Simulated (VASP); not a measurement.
These are r2SCAN+rVV10, VASP's PBE PAW potentials (set 64) (plane waves; VASP 6.6.1) values and carry that method's errors.

The input files of a VASP run:

### POSCAR
```
CaO
1
    0.0000000000     2.3730256624     2.3730256624
    2.3730256624     0.0000000000     2.3730256624
    2.3730256624     2.3730256624     0.0000000000
Ca O
1 1
Direct
  0.0000000000   0.0000000000   0.0000000000
  0.5000000000   0.5000000000   0.5000000000
```

**KPOINTS**
```
Automatic mesh
0
Gamma
10 10 10
0 0 0
```

**INCAR**
```
# general
SYSTEM  =CaO
PREC    =Accurate
ENCUT   =520
LREAL   =.False.
LASPH   =.True.

# electronic loop
EDIFF   =1E-7
NELM    =100
ALGO    =Normal
LMIXTAU =.True.

# smearing
ISMEAR  =0
SIGMA   =0.05

# functional
METAGGA =R2SCAN
LUSE_VDW=.True.
BPARAM  =11.95
CPARAM  =0.0093

# ions
ISIF    =2

# output
LWAVE   =.False.
LCHARG  =.False.
```

POTCAR, in this order: Ca_sv O (PBE.64 set). Program: vasp_std.

Task: Estimate the energy per atom (σ→0), pressure, band gap (on the k-mesh).

Result: 
The energy per atom (σ→0) is -9.512 eV/atom and the band gap (on the k-mesh) comes out as 4.14 eV. The pressure is 3.94 GPa.

OSZICAR:
```
...
DAV:  19    -0.190240457178E+02   -0.51819E-05   -0.46829E-06  1412   0.258E-02    0.106E-02
DAV:  20    -0.190240474532E+02   -0.17354E-05   -0.16938E-06  1680   0.165E-02    0.215E-03
DAV:  21    -0.190240491708E+02   -0.17175E-05   -0.78425E-07  1372   0.841E-03    0.301E-03
DAV:  22    -0.190240481361E+02    0.10346E-05   -0.10326E-07   784   0.458E-03    0.176E-03
DAV:  23    -0.190240482825E+02   -0.14633E-06   -0.29709E-08   584   0.238E-03    0.748E-04
DAV:  24    -0.190240480699E+02    0.21254E-06   -0.20103E-08   588   0.193E-03    0.277E-04
DAV:  25    -0.190240480455E+02    0.24438E-07   -0.66600E-09   580   0.101E-03
   1 F= -.19024048E+02 E0= -.19024048E+02  d E =-.656212E-23
```

The compound is CaO in the rock salt structure. This cell is one point of a volume scan, at 0.97 of the reference volume.
